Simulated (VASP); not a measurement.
All values below come from G0W0 on PBE orbitals, VASP's PBE PAW potentials (set 64) (plane waves; VASP).

A VASP calculation is set up with these files.

**KPOINTS**
```
Automatic mesh
0
Gamma
4 4 4
0 0 0
```

INCAR:
```
SYSTEM = CdS
PREC = Normal; ENCUT = 500; LREAL = .FALSE.
LASPH = .TRUE.; NBANDS = 100
ALGO = EVGW0
ISMEAR = 0; SIGMA = 0.01
GGA = PE
LWAVE = .FALSE.; LCHARG = .FALSE.
NELMGW = 1; NOMEGA = 64; ENCUTGW = 150
NBANDSGW = 21; LSPECTRALGW = .TRUE.
```

File POSCAR:
```
CdS
2.910
  0.0000000000   1.0000000000   1.0000000000
  1.0000000000   0.0000000000   1.0000000000
  1.0000000000   1.0000000000   0.0000000000
Cd S
1 1
Cart
  0.0000000000   0.0000000000   0.0000000000
  0.5000000000   0.5000000000   0.5000000000
```

POTCAR, in this order: Cd_sv_GW S_GW (PBE.64 set). Program: vasp_std. Read from the step before: WAVECAR, WAVEDER.

What VASP printed:

**OUTCAR**
```
 ion  position               nearest neighbor table
   1  0.000  0.000  0.000-   2 2.52   2 2.52   2 2.52   2 2.52
   2  0.250  0.250  0.250-   1 2.52   1 2.52   1 2.52   1 2.52
  LATTYP: Found a face centered cubic cell.
 ALAT       =     5.8200000000
 Subroutine PRICEL returns:
 Original cell was already a primitive cell.
 Subroutine GETGRP returns: Found 24 space group operations
The static configuration has the point symmetry T_d .
The dynamic configuration has the point symmetry T_d .
 Subroutine INISYM returns: Found 24 space group operations
 Subroutine IBZKPT returns following result:
 Found      8 irreducible k-points:

 Following reciprocal coordinates:
            Coordinates               Weight
  0.000000  0.000000  0.000000      1.000000
  0.250000  0.000000  0.000000      8.000000
  0.500000  0.000000  0.000000      4.000000
  0.250000  0.250000  0.000000      6.000000
  0.500000  0.250000  0.000000     24.000000
 -0.250000  0.250000  0.000000     12.000000
  0.500000  0.500000  0.000000      3.000000
 -0.250000  0.500000  0.250000      6.000000
 Subroutine IBZKPT_HF returns following result:
   k-points           NKPTS =      8   k-points in BZ     NKDIM =     64   number of bands    NBANDS=    100
   number of dos      NEDOS =    301   number of ions     NIONS =      2
   total plane-waves  NPLWV =  13824
   dimension x,y,z NGX =    24 NGY =   24 NGZ =   24
   dimension x,y,z NGXF=    48 NGYF=   48 NGZF=   48
   ions per type =               1   1
   PREC   = normal    normal or accurate (medium, high low for compatibility)
   ISTART =      1    job   : 0-new  1-cont  2-samecut
   ICHARG =      0    charge: 1-file 2-atom 10-const
   ISPIN  =      1    spin polarized calculation?
   LNONCOLLINEAR =      F non collinear calculations
   LSORBIT =      F    spin-orbit coupling
   INIWAV =      1    electr: 0-lowe 1-rand  2-diag
   ENCUT  =  500.0 eV  36.75 Ry    6.06 a.u.   7.50  7.50  7.50*2*pi/ulx,y,z
   NELM   =     60;   NELMIN=  2; NELMDL=  0     # of ELM steps
...
```

OSZICAR:
```
energies w=
    0.000    0.000    1.077    0.000    2.153    0.000    3.223    0.000
    4.288    0.000    5.344    0.000    6.390    0.000    7.424    0.000
    8.447    0.000    9.456    0.000   10.453    0.000   11.436    0.000
   12.406    0.000   13.363    0.000   14.309    0.000   15.243    0.000
   16.167    0.000   17.083    0.000   17.991    0.000   18.892    0.000
   19.790    0.000   20.684    0.000   21.577    0.000   22.471    0.000
   23.367    0.000   24.268    0.000   25.175    0.000   26.092    0.000
   27.020    0.000   27.962    0.000   28.921    0.000   29.899    0.000
   30.901    0.000   31.929    0.000   32.988    0.000   34.081    0.000
   35.215    0.000   36.393    0.000   37.622    0.000   38.910    0.000
   40.263    0.000   41.690    0.000   43.203    0.000   44.812    0.000
   46.531    0.000   48.378    0.000   50.370    0.000   52.532    0.000
   54.890    0.000   57.477    0.000   60.335    0.000   63.514    0.000
   67.077    0.000   71.104    0.000   75.696    0.000   80.989    0.000
   87.159    0.000   94.449    0.000  103.197    0.000  113.889    0.000
  127.248    0.000  144.404    0.000  167.222    0.000  199.016    0.000
NQ=   1    0.0000    0.0000    0.0000,
 performed        178000 updates of chi_q(r,r)
NQ=   2    0.2500    0.0000    0.0000,
 performed        473000 updates of chi_q(r,r)
NQ=   3    0.5000    0.0000    0.0000,
 performed        735000 updates of chi_q(r,r)
NQ=   4    0.2500    0.2500    0.0000,
 performed       1030000 updates of chi_q(r,r)
NQ=   5    0.5000    0.2500    0.0000,
 performed       1418000 updates of chi_q(r,r)
NQ=   6   -0.2500    0.2500    0.0000,
 performed       1772000 updates of chi_q(r,r)
NQ=   7    0.5000    0.5000    0.0000,
 performed       2009000 updates of chi_q(r,r)
NQ=   8   -0.2500    0.5000    0.2500,
 performed       2296000 updates of chi_q(r,r)
 resolving degeneracies of screened two electron integrals
```

### OUTCAR
```


 k-point   1 :       0.0000    0.0000    0.0000
  band No.  KS-energies  QP-energies   sigma(KS)   V_xc(KS)     V^pw_x(r,r')   Z            occupation Imag(sigma)

      1     -98.3952    -103.6502     -39.9755     -32.0313     -55.4551       0.6615       2.0000       3.0601
      2     -59.4678     -63.1097     -36.0167     -31.0019     -49.0003       0.7262       2.0000       3.8013
      3     -59.4678     -63.1097     -36.0167     -31.0019     -49.0003       0.7262       2.0000       3.8013
      4     -59.4678     -63.1097     -36.0167     -31.0019     -49.0003       0.7262       2.0000       3.8013
      5      -9.4491     -10.3084     -14.3758     -13.1522     -21.0803       0.7022       2.0000       1.8738
      6      -4.8107      -6.3278     -25.9755     -23.9315     -31.6757       0.7422       2.0000       0.7257
      7      -4.8107      -6.3278     -25.9755     -23.9315     -31.6757       0.7422       2.0000       0.7257
      8      -4.8107      -6.3278     -25.9755     -23.9315     -31.6757       0.7422       2.0000       0.7257
      9      -4.3238      -5.8721     -27.3571     -25.2830     -33.0198       0.7465       2.0000       0.6283
     10      -4.3238      -5.8721     -27.3571     -25.2830     -33.0198       0.7465       2.0000       0.6283
     11       2.9572       2.2990     -16.2082     -15.3551     -18.2867       0.7716       2.0000       0.3354
     12       2.9572       2.2990     -16.2082     -15.3551     -18.2867       0.7716       2.0000       0.3354
     13       2.9572       2.2990     -16.2082     -15.3551     -18.2867       0.7716       2.0000       0.3354
     14       4.1028       4.5097     -10.1012     -10.6032      -6.6261       0.8107       0.0000      -0.2893
     15       9.4732      10.1914      -9.7105     -10.6002      -5.7130       0.8073       0.0000      -0.4116
     16       9.4732      10.1914      -9.7105     -10.6002      -5.7130       0.8073       0.0000      -0.4116
     17       9.4732      10.1914      -9.7105     -10.6002      -5.7130       0.8073       0.0000      -0.4116
     18      14.3356      15.3085     -10.4489     -11.6660      -5.8635       0.7993       0.0000      -0.6287
     19      14.3356      15.3085     -10.4489     -11.6660      -5.8635       0.7993       0.0000      -0.6287
     20      14.4297      14.9525      -8.4179      -9.0541      -3.5240       0.8219       0.0000      -0.7370
     21      16.2434      16.5965      -7.4460      -7.8734      -2.7355       0.8263       0.0000      -0.8375

 k-point   2 :       0.2500    0.0000    0.0000
  band No.  KS-energies  QP-energies   sigma(KS)   V_xc(KS)     V^pw_x(r,r')   Z            occupation Imag(sigma)

      1     -98.3953    -103.6442     -39.9757     -32.0313     -55.4553       0.6607       2.0000       3.0601
      2     -59.4682     -63.0806     -36.0166     -31.0017     -48.9996       0.7203       2.0000       3.8008
      3     -59.4682     -63.0806     -36.0166     -31.0017     -48.9996       0.7203       2.0000       3.8008
      4     -59.4682     -63.0806     -36.0166     -31.0017     -48.9996       0.7203       2.0000       3.8008
      5      -9.2315     -10.0828     -14.8182     -13.6047     -21.4804       0.7016       2.0000       1.8089
      6      -4.7385      -6.2573     -26.1629     -24.1193     -31.8642       0.7432       2.0000       0.7170
      7      -4.7385      -6.2573     -26.1629     -24.1193     -31.8642       0.7432       2.0000       0.7170
      8      -4.5622      -6.0735     -25.5665     -23.5492     -31.1561       0.7492       2.0000       0.7249
      9      -4.3194      -5.8707     -27.3585     -25.2858     -33.0269       0.7485       2.0000       0.6306
     10      -4.3194      -5.8707     -27.3585     -25.2858     -33.0269       0.7485       2.0000       0.6306
     11       0.4451      -0.4234     -14.9580     -13.8319     -17.3720       0.7713       2.0000       0.4576
     12       2.5554       1.8500     -15.7556     -14.8401     -17.8894       0.7705       2.0000       0.3540
     13       2.5554       1.8500     -15.7556     -14.8401     -17.8894       0.7705       2.0000       0.3540
     14       5.7393       6.2693     -10.4681     -11.1272      -6.8605       0.8041       0.0000      -0.3211
     15       9.2289       9.8335      -9.7648     -10.5189      -5.7464       0.8018       0.0000      -0.4342
     16       9.9794      10.7179      -9.8292     -10.7467      -5.7347       0.8049       0.0000      -0.4412
     17       9.9794      10.7179      -9.8292     -10.7467      -5.7347       0.8049       0.0000      -0.4412
     18      13.5137      14.2853      -9.6754     -10.6337      -5.2478       0.8051       0.0000      -0.5907
     19      13.5137      14.2853      -9.6754     -10.6337      -5.2478       0.8051       0.0000      -0.5907
     20      14.2634      14.5450      -7.3913      -7.7342      -2.8163       0.8215       0.0000      -0.6852
     21      17.9994      18.6980      -8.7564      -9.6017      -3.6694       0.8264       0.0000      -0.9616

 k-point   3 :       0.5000    0.0000    0.0000
  band No.  KS-energies  QP-energies   sigma(KS)   V_xc(KS)     V^pw_x(r,r')   Z            occupation Imag(sigma)

      1     -98.3950    -103.6881     -39.9756     -32.0311     -55.4549       0.6663       2.0000       3.0601
      2     -59.4676     -63.1129     -36.0165     -31.0013     -48.9985       0.7268       2.0000       3.8000
      3     -59.4676     -63.1129     -36.0165     -31.0013     -48.9985       0.7268       2.0000       3.8000
      4     -59.4676     -63.1129     -36.0165     -31.0013     -48.9985       0.7268       2.0000       3.8000
      5      -9.0138      -9.8654     -15.4098     -14.1992     -22.0375       0.7034       2.0000       1.7348
      6      -4.6885      -6.2106     -26.2841     -24.2368     -31.9772       0.7434       2.0000       0.7074
      7      -4.6885      -6.2106     -26.2841     -24.2368     -31.9772       0.7434       2.0000       0.7074
      8      -4.2842      -5.8334     -27.4776     -25.4093     -33.1650       0.7491       2.0000       0.6330
      9      -4.2842      -5.8334     -27.4776     -25.4093     -33.1650       0.7491       2.0000       0.6330
     10      -3.9351      -5.4098     -26.8094     -24.8383     -32.4307       0.7481       2.0000       0.6703
     11      -1.4890      -2.5402     -12.8572     -11.4866     -15.7140       0.7670       2.0000       0.6679
     12       2.1958       1.4480     -15.3356     -14.3644     -17.5322       0.7699       2.0000       0.3740
     13       2.1958       1.4480     -15.3356     -14.3644     -17.5322       0.7699       2.0000       0.3740
     14       5.9660       6.5437     -10.2757     -10.9881      -6.5789       0.8108       0.0000      -0.3255
     15       9.9414      10.6282      -9.7261     -10.5772      -5.7179       0.8069       0.0000      -0.4347
     16       9.9414      10.6282      -9.7261     -10.5772      -5.7179       0.8069       0.0000      -0.4347
     17      10.4300      10.9462      -9.4738     -10.1242      -5.0819       0.7937       0.0000      -0.5644
     18      14.0067      14.3982      -7.7947      -8.2734      -3.0845       0.8178       0.0000      -0.6915
     19      15.3023      16.3425     -10.1740     -11.4717      -5.2373       0.8015       0.0000      -0.7469
     20      15.3023      16.3425     -10.1740     -11.4717      -5.2373       0.8015       0.0000      -0.7469
     21      16.7498      17.7914      -9.9852     -11.2641      -4.8089       0.8144       0.0000      -0.9235

 k-point   4 :       0.2500    0.2500    0.0000
  band No.  KS-energies  QP-energies   sigma(KS)   V_xc(KS)     V^pw_x(r,r')   Z            occupation Imag(sigma)

      1     -98.3956    -103.6158     -39.9759     -32.0315     -55.4557       0.6571       2.0000       3.0602
      2     -59.4689     -63.0600     -36.0166     -31.0017     -48.9996       0.7161       2.0000       3.8007
      3     -59.4689     -63.0600     -36.0166     -31.0017     -48.9996       0.7161       2.0000       3.8007
      4     -59.4689     -63.0600     -36.0166     -31.0017     -48.9996       0.7161       2.0000       3.8007
      5      -9.1608     -10.0113     -14.9735     -13.7625     -21.6229       0.7023       2.0000       1.7881
      6      -4.6492      -6.1700     -26.4092     -24.3676     -32.1180       0.7450       2.0000       0.7084
      7      -4.6492      -6.1700     -26.4092     -24.3676     -32.1180       0.7450       2.0000       0.7084
      8      -4.6387      -6.1508     -25.2597     -23.2336     -30.8177       0.7463       2.0000       0.7286
      9      -4.3411      -5.8778     -26.9981     -24.9407     -32.6411       0.7469       2.0000       0.6451
     10      -4.2801      -5.8327     -27.4755     -25.4036     -33.1524       0.7494       2.0000       0.6276
     11       0.6287      -0.1969     -15.5857     -14.5173     -17.9574       0.7727       2.0000       0.4386
     12       1.9235       1.1470     -15.0785     -14.0693     -17.3034       0.7694       2.0000       0.3862
     13       1.9235       1.1470     -15.0785     -14.0693     -17.3034       0.7694       2.0000       0.3862
     14       6.5562       7.0710     -10.5080     -11.1520      -6.8902       0.7995       0.0000      -0.3465
     15       7.7614       8.3810      -9.8194     -10.5828      -6.0251       0.8116       0.0000      -0.3620
     16      11.0718      11.8660     -10.0714     -11.0645      -5.7112       0.7997       0.0000      -0.5184
     17      11.0718      11.8660     -10.0714     -11.0645      -5.7112       0.7997       0.0000      -0.5184
     18      11.3521      11.8161      -8.9034      -9.4757      -4.8497       0.8108       0.0000      -0.4908
     19      14.6261      15.6208     -10.0515     -11.2959      -5.3324       0.7994       0.0000      -0.6494
     20      17.5749      18.2084      -8.3408      -9.1123      -3.3753       0.8210       0.0000      -0.8901
     21      18.3560      18.9144      -8.0801      -8.7553      -3.1806       0.8268       0.0000      -0.9628

 k-point   5 :       0.5000    0.2500    0.0000
  band No.  KS-energies  QP-energies   sigma(KS)   V_xc(KS)     V^pw_x(r,r')   Z            occupation Imag(sigma)

      1     -98.3952    -103.6706     -39.9758     -32.0312     -55.4552       0.6640       2.0000       3.0602
      2     -59.4680     -63.0993     -36.0165     -31.0012     -48.9984       0.7241       2.0000       3.7999
      3     -59.4680     -63.0993     -36.0165     -31.0012     -48.9984       0.7241       2.0000       3.7999
      4     -59.4680     -63.0993     -36.0165     -31.0012     -48.9984       0.7241       2.0000       3.7999
      5      -8.9481      -9.8023     -15.5784     -14.3682     -22.1966       0.7058       2.0000       1.7149
...
```
(Selected blocks of OUTCAR.)

The mesh is coarse and the basis finite, so the quasiparticle values are not converged. VASP warned that its frequency grid is unfit for quasiparticle energies.

The compound is CdS in the zinc blende structure, a metastable form; wurtzite is the usual one. The cell was not relaxed at this level. The k-mesh is coarse (spacing up to 0.47 per Å, 2π included), so the numbers may not be converged in it.
